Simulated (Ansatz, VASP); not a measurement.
# MoS2 in two plane-wave programs

One calculation is typed for both programs; each brings its own data sets and cutoff. How far apart do they land? The cell is taken from a series of VASP runs on this material, whose earlier steps may have relaxed, scaled or displaced it; both programs get it as it stands.

Calculated with Ansatz 0.2.0; plane waves, with VASP 6.6.1 beside it; band structure at HSE06.

**1. The structure**

It takes space group P6_3/mmc (No. 194, hexagonal). Conventional cell: a = 3.169 Å, b = 3.169 Å, c = 12.324 Å, α = 90.00°, β = 90.00°, γ = 120.00°. Nearest to Mo lie 6 S at 2.41 Å. S has 3 Mo at 2.41 Å nearest. Farther neighbours and most contacts between anions are not listed.

**2. Ansatz: band structure, HSE06**

Ansatz runs on its default PAW (the set named soft_2) files.

Levels along a path test the potential and the projectors away from the mesh points.

input.yaml reads:

```yaml
crystal:
  lattice:
    - [3.169, 0.0, 0.0]
    - [-1.5845, 2.7444345046, 0.0]
    - [0.0, 0.0, 12.324]
  atoms:
    - { symbol: Mo, position: [0.6666666667, 0.3333333333, 0.75] }
    - { symbol: Mo, position: [0.3333333333, 0.6666666667, 0.25] }
    - { symbol: S, position: [0.6666666667, 0.3333333333, 0.377] }
    - { symbol: S, position: [0.3333333333, 0.6666666667, 0.877] }
    - { symbol: S, position: [0.6666666667, 0.3333333333, 0.123] }
    - { symbol: S, position: [0.3333333333, 0.6666666667, 0.623] }
hamiltonian:
  xc: { exchange: pbe, correlation: pbe, exx: { coeff: 0.25, omega: 0.2 } }
  pseudopotentials: { kind: paw }
kpoints:
  mp_grid: { grid: [5, 5, 2] }
  band_path:
    path:
      - [0.0, 0.0, 0.0]
      - [0.42857, 0.0, 0.0]
      - [0.40476, 0.19048, 0.0]
      - [0.19048, 0.19048, 0.0]
      - [0.0, 0.0, 0.07143]
      - [0.0, 0.0, 0.5]
      - [0.42857, 0.0, 0.5]
      - [0.38095, 0.2381, 0.5]
      - [0.19048, 0.19048, 0.5]
      - [0.5, 0.0, 0.35714]
      - [0.33333, 0.33333, 0.0]
      - [0.33333, 0.33333, 0.5]
    npoints: 1
scf:
  occupations: { method: gaussian, width: 0.03 }
  n_extra_bands: 9
output:
  forces: true
  stress: true
  eigenvalues: true
```

Started as:

```console
> ansatz run input.yaml --threads 4 --pin off --max-ram 9216MiB --backend cpu --events-out ev --progress --plain --runs-dir out
```

Numbers of over 12 decimals in the logs are rounded to 6 here.

The program printed:

```text
Warning: output.stress: scf.convergence.dr2_threshold = 1e-7 eV (the SCF's general default) is looser than the 6e-10 eV advised for a printed stress (1e-10 eV for each atom of the cell: 6). What an SCF threshold leaves in a stress goes as its square root, and in the free energy as the threshold itself, and one threshold admits the most on a small cell: [figures from the program's tests cut] Set scf.convergence.dr2_threshold to 6e-10 eV or tighter. The threshold is an SCF's pass mark: one that does not reach it within its budget of iterations ends unconverged, or closes short of it on a stop that the run arms, and scf.convergence.dr2_threshold's page says what that costs each kind of run
Warning: output.stress: scf.exx.energy_threshold = 1e-6 eV is looser than the 6e-8 eV advised for a stress under a hybrid functional (1e-8 eV for each atom of the cell: 6). Every SCF of the exchange loop can meet its threshold on dr2 while the loop round them stops early: no threshold on dr2 bounds what that leaves in the stress. Set scf.exx.energy_threshold to 6e-8 eV or tighter. The threshold is the loop's pass mark: a loop that does not reach it within its budget of cycles ends unconverged, and scf.exx.energy_threshold's page has the law
scf.n_extra_bands = 9 over 26 filled bands (N_el = 52.0): the run solves 35 bands
Engine: ansatz 0.2.0, x86_64-unknown-linux-gnu
Pseudopotentials: kind: paw
Pseudopotential: Mo, paw, valence charge 14, recommended cutoff 420 eV (normal), Mo.paw.azcp
Pseudopotential: S, paw, valence charge 6, recommended cutoff 420 eV (normal), S.paw.azcp
Functional definition: unnamed
  parameter a_1 = 0.25
  parameter omega_1 = 0.2/angstrom
  exchange = pbe_x + (-a_1)*pbe_x_sr(omega_1) + a_1*exact_x_sr(omega_1)
  correlation = pbe_c
Crystal: 6 atoms, lattice volume = 107.183 Å³
Basis set: ecut = 420 eV, 2081 PW (Γ), exchange–correlation on 48×48×180 points (8 copies of the dense FFT grid, shifted against one another)
Bands: 35, of which v1, the nominal top of the filled ones, is band 26 counted from 1 (25 counted from 0)
Symmetry: 24 space group operations
Space group: P63/mmc (ITA 194), of the structure as read, at distance tolerance 4.8e-5 Å
k-points: 10 of 50
Non-local potential: Mo, projectors of the file, l = 0: 3, l = 1: 2, l = 2: 2, l = 3: 1
Non-local potential: S, projectors of the file, l = 0: 2, l = 1: 2, l = 2: 2
PAW form: soft (Blöchl's): semilocal exchange-correlation on the pseudo side does not see the compensation charge
PAW frozen core: Mo, regenerated for the run's functional, and the local potential with it (the file was generated under x = pbe(κ = 0.804, μ = 0.219515), c = pbe(β = 0.066725))
PAW frozen core: S, regenerated for the run's functional, and the local potential with it (the file was generated under x = pbe(κ = 0.804, μ = 0.219515), c = pbe(β = 0.066725))
PAW one-centre angular grid: Mo, 590 points (default); XC on 64 Gauss nodes
PAW one-centre angular grid: S, 110 points (default); XC on 64 Gauss nodes
Initial density: superposition of atomic densities (neutral atoms: chi_scale 0, normalization atom), corrected by the library's trained network
Initial wavefunctions: pseudopotential atomic-orbital guess
Functional: x = pbe(κ = 0.804, μ = 0.219515), c = pbe(β = 0.066725), warm-up for x = pbe(κ = 0.804, μ = 0.219515) + 0.25 (exact − pbe) at short range (hse, ω = 0.2 Å⁻¹), c = pbe(β = 0.066725)
SCF iter   1: F=—  HF=-13525.525418 eV  |F-HF|=—  |Δ(HF+E_count)|=         —  Δρ=5.58e-3  dr2=8.71e-3  ethr=1.77e-3  ⟨swp⟩=8.3  Hψ=1474  notcnv=0
preconditioner: auto → none  [insulator: Δε(μ)=0.928 eV  Ē_g=8.596 eV  σ=0.030 eV  W_gap=1.00  n_scr=26 (ndim 8)  ℏωp=21.5 eV  f_vac=0.016  D(μ)=0.00/eV (n_scr^D=0)]
SCF iter   2: F=—  HF=-13525.535166 eV  |F-HF|=—  |Δ(HF+E_count)|=   9.75e-3  Δρ=3.18e-3  dr2=9.38e-3  ethr=1.67e-5  ⟨swp⟩=4.0  Hψ=966  notcnv=0  defer=6
SCF iter   3: F=—  HF=-13525.539296 eV  |F-HF|=—  |Δ(HF+E_count)|=   4.13e-3  Δρ=3.01e-3  dr2=2.11e-2  ethr=1.67e-5  ⟨swp⟩=3.9  Hψ=874  notcnv=0  defer=3
SCF iter   4: F=—  HF=-13525.536840 eV  |F-HF|=—  |Δ(HF+E_count)|=   2.46e-3  Δρ=1.63e-3  dr2=1.15e-3  ethr=1.67e-5  ⟨swp⟩=3.0  Hψ=704  notcnv=0
iter 5 solved again at ethr=4.51e-8 eV; its pass at ethr=2.21e-6 eV (dr2=2.34e-5 eV) is discarded
SCF iter   5: F=-13525.538100 eV  HF=-13525.538120 eV  |F-HF|=2.03e-5  |Δ(HF+E_count)|=   1.28e-3  Δρ=9.54e-5  dr2=2.55e-5  ethr=4.51e-8  ⟨swp⟩=3.0  Hψ=1430  notcnv=0
SCF 1 stopped early in 5 iterations: F = -13525.538100 eV  dr2 = 2.55e-5
  greatest PAW one-centre occupation: 0.998 electrons in one spin orbital (limit 2), on the Mo atom at site 1 (counted from 0), in its partial waves of l = 0
Initial density: handed on by an earlier stage of this run
Initial wavefunctions: those handed on with the density
Functional: x = pbe(κ = 0.804, μ = 0.219515) + 0.25 (exact − pbe) at short range (hse, ω = 0.2 Å⁻¹), c = pbe(β = 0.066725)
Exchange kernel: α = 0.2500, screened, ω = 0.2000 Å⁻¹, Wigner–Seitz truncation, v(0) = 1114.1631 eV·Å³, q-mesh 5×5×2, nearest image of the exchange supercell L = 15.85 Å, pair-density grid 15×15×54, without the augmentation charges, whose exchange is taken in its separable form by FFT convolution over the k-point mesh (sized by the pseudopotential files, 20×20×90 at the most), smooth part of the exact exchange by density-matrix convolution
Frozen-core exchange: fock
SCF iter   1: F=—  HF=-13531.620514 eV  |F-HF|=—  |Δ(HF+E_count)|=         —  Δρ=1.21e-2  dr2=3.21e-1  ethr=4.91e-7  ⟨swp⟩=8.8  Hψ=1819  notcnv=0
preconditioner: auto → none  [insulator: Δε(μ)=1.449 eV  Ē_g=10.132 eV  σ=0.030 eV  W_gap=1.00  n_scr=26 (ndim 8)  ℏωp=21.5 eV  f_vac=0.015  D(μ)=0.00/eV (n_scr^D=0)]
SCF iter   2: F=—  HF=-13531.700762 eV  |F-HF|=—  |Δ(HF+E_count)|=   8.02e-2  Δρ=1.61e-2  dr2=9.10e-1  ethr=4.91e-7  ⟨swp⟩=5.8  Hψ=1563  notcnv=0  recentre
SCF iter   3: F=—  HF=-13531.562270 eV  |F-HF|=—  |Δ(HF+E_count)|=   1.38e-1  Δρ=3.83e-3  dr2=2.26e-2  ethr=4.91e-7  ⟨swp⟩=5.1  Hψ=1517  notcnv=0
SCF iter   4: F=—  HF=-13531.572112 eV  |F-HF|=—  |Δ(HF+E_count)|=   9.84e-3  Δρ=1.80e-3  dr2=4.60e-3  ethr=4.91e-7  ⟨swp⟩=4.0  Hψ=1189  notcnv=0
SCF iter   5: F=—  HF=-13531.571167 eV  |F-HF|=—  |Δ(HF+E_count)|=   9.45e-4  Δρ=5.16e-4  dr2=2.55e-4  ethr=4.91e-7  ⟨swp⟩=4.0  Hψ=903  notcnv=0
SCF iter   6: F=—  HF=-13531.571879 eV  |F-HF|=—  |Δ(HF+E_count)|=   7.12e-4  Δρ=4.14e-4  dr2=4.86e-4  ethr=2.22e-7  ⟨swp⟩=3.6  Hψ=834  notcnv=0
SCF iter   7: F=-13531.571795 eV  HF=-13531.571796 eV  |F-HF|=2.38e-7  |Δ(HF+E_count)|=   8.30e-5  Δρ=2.16e-5  dr2=1.57e-6  ethr=2.22e-7  ⟨swp⟩=3.0  Hψ=723  notcnv=0
SCF 2 stopped early in 7 iterations: F = -13531.571795 eV  dr2 = 1.57e-6
  Residual-converged pass: ⟨swp⟩=4.3  Hψ=1114  notcnv=0  max |occ|·‖R‖ = 6.1e-6 eV (tolerance 6.7e-6 eV)  dr2=1.56e-6  dr2_onsite=2.73e-8  max |Δocc| = 1.1e-273
hybrid outer 1: dexx = +1.783e-2 eV, tail = 2.30e-5 eV
Exchange kernel: α = 0.2500, screened, ω = 0.2000 Å⁻¹, Wigner–Seitz truncation, v(0) = 1114.1631 eV·Å³, q-mesh 5×5×2, nearest image of the exchange supercell L = 15.85 Å, pair-density grid 15×15×54, without the augmentation charges, whose exchange is taken in its separable form by FFT convolution over the k-point mesh (sized by the pseudopotential files, 20×20×90 at the most), smooth part of the exact exchange by density-matrix convolution
Frozen-core exchange: fock
SCF iter   1: F=—  HF=-13531.571784 eV  |F-HF|=—  |Δ(HF+E_count)|=         —  Δρ=4.87e-5  dr2=1.40e-6  ethr=2.21e-7  ⟨swp⟩=5.3  Hψ=901  notcnv=0
preconditioner: auto → none  [insulator: Δε(μ)=1.491 eV  Ē_g=10.045 eV  σ=0.030 eV  W_gap=1.00  n_scr=26 (ndim 8)  ℏωp=21.5 eV  f_vac=0.015  D(μ)=0.00/eV (n_scr^D=0)]
SCF iter   2: F=—  HF=-13531.571784 eV  |F-HF|=—  |Δ(HF+E_count)|=   2.02e-7  Δρ=1.81e-5  dr2=1.51e-7  ethr=1.92e-9  ⟨swp⟩=3.0  Hψ=756  notcnv=0
SCF iter   3: F=—  HF=-13531.571784 eV  |F-HF|=—  |Δ(HF+E_count)|=   4.89e-7  Δρ=6.55e-6  dr2=3.14e-8  ethr=1.20e-10  ⟨swp⟩=4.2  Hψ=933  notcnv=0
SCF iter   4: F=—  HF=-13531.571784 eV  |F-HF|=—  |Δ(HF+E_count)|=   9.51e-9  Δρ=1.10e-6  dr2=6.49e-9  ethr=4.45e-11  ⟨swp⟩=3.0  Hψ=713  notcnv=0
SCF iter   5: F=—  HF=-13531.571784 eV  |F-HF|=—  |Δ(HF+E_count)|=   2.76e-8  Δρ=2.03e-6  dr2=3.26e-9  ethr=1.26e-12 (applied; sched 1.00e-12)  ⟨swp⟩=4.3  Hψ=1013  notcnv=0
SCF iter   6: F=-13531.571784 eV  HF=-13531.571784 eV  |F-HF|=3.20e-10  |Δ(HF+E_count)|=   1.64e-9  Δρ=8.68e-7  dr2=4.85e-10  ethr=1.04e-12 (applied; sched 1.00e-12)  ⟨swp⟩=3.5  Hψ=836  notcnv=0
SCF 3 converged in 6 iterations: F = -13531.571784 eV  dr2 = 4.85e-10
  Residual-converged pass: ⟨swp⟩=2.5  Hψ=542  notcnv=0  max |occ|·‖R‖ = 7.4e-7 eV (tolerance 7.7e-7 eV)  dr2=4.87e-10  dr2_onsite=2.82e-11  max |Δocc| = 1.0e-278
hybrid outer 2: dexx = +8.812e-7 eV, tail = 1.53e-8 eV, Δε = 1.36e-3 eV (about 3.48e-5 eV left of the loop's levels), ΔF = 1.80e-3 eV/Å (tail 4.01e-4)
NSCF: frozen V_eff on 12 k-points
hybrid SCF converged: 2 outer / 13 inner (+5 warm-up), last move |dexx| = 8.81e-7 eV, tail = 1.53e-8 eV
Stability not checked: this state was not tested for a lower state beside it, because the functional holds exact exchange (a hybrid, or Hartree-Fock), whose exchange loop this test does not read (fock_operator; see scf.lower_state_search)
Free energy (F): -13531.571785 eV
Frozen-core exchange: fock
Harris-Foulkes:  -13531.571785 eV  (|F-HF|=3.20e-10)
Internal energy: -13531.571785 eV  (E = F + TS)
E sigma→0 (E₀):  -13531.571785 eV
Fermi energy:    11.258638 eV
--- Per-component energies (eV) ---
  E_band       = -404.028196
  E_kinetic    = 1307.337055
  E_local      = -3905.218047  (includes V_loc(G=0)·N_el)
  E_nonlocal   = 393.955503
  E_hartree    = 1498.333399
  E_xc         = -606.198082
  E_vxc        = -645.655942  (∫ρ·V_xc dr)
  E_exx        = -129.539253  (= α·E_x^exact, valence–valence)
  E_paw        = -8827.773716  (= ΣΔE_a)
  E_vpaw       = -292.035176  (= ΣTr[D̂ρ^β])
  E_aug_tail   = 0.000084  (compensation charges beyond the density's cutoff)
  E_ewald      = -3261.216446
  E_core_change = -1.252280  (= ΣΔE_core)
  E_smearing   = -0.000000  (= −TS)
  E_closure    = -0.000000  (closes the sum)
  Σ components = -13531.571785   (vs F -13531.571785, Δ=0.00e0)
--- Forces (eV/Å), atoms counted from 1 ---
  atom   1  Mo     0.00000000    -0.00000000     0.00000000
  atom   2  Mo     0.00000000     0.00000000     0.00000000
  atom   3  S     -0.00000000    -0.00000000    -0.59442104
  atom   4  S     -0.00000000     0.00000000    -0.59442104
  atom   5  S     -0.00000000    -0.00000000     0.59442104
  atom   6  S      0.00000000     0.00000000     0.59442104
  max |Σ_I F_I| component: 3.24e-17 eV/Å
--- Stress (GPa, compression-positive) ---
       -2.933835       0.000000       0.000000
        0.000000      -2.933835      -0.000000
        0.000000      -0.000000      -2.740149
  P = ⅓ Tr σ = -2.8693 GPa (-28.693 kbar)
--- Band table (eV; the first three rows and the last of 10) ---
  k-point 0: bands = [... 22 lower, 8.1823, 9.0957, 9.2604, 10.5134, 13.3514, 13.3514, 13.3828, 13.3828, ... 5 higher]
  k-point 1: bands = [... 22 lower, 8.1552, 8.1552, 10.2041, 10.2041, 13.3555, 13.3555, 13.3555, 13.3555, ... 5 higher]
  k-point 2: bands = [... 22 lower, 8.0945, 8.9563, 9.1029, 9.3656, 12.4607, 12.9035, 13.1518, 13.1698, ... 5 higher]
  k-point 9: bands = [... 22 lower, 7.4860, 7.4860, 9.5273, 9.5273, 12.4646, 12.4646, 13.6784, 13.6784, ... 5 higher]
```

The job ended after 29 s (4 threads of Intel Xeon Gold 6455B (Sapphire Rapids), shared host; peak memory 1.4 GiB).

[end of part 1 of 2]

[Lines on the potential files, build, host, timing and source positions are cut from VASP's logs without a mark.]

[Logs are printed without paths, hosts, clocks, repeated set-up lines and the standing remarks that a program may print on its own settings, such as how far it seeks lower states.]

[Hosts, paths, dates, database ids (printed as entryN), source tags and the programs' standing remarks are cut or masked in the printed files.]
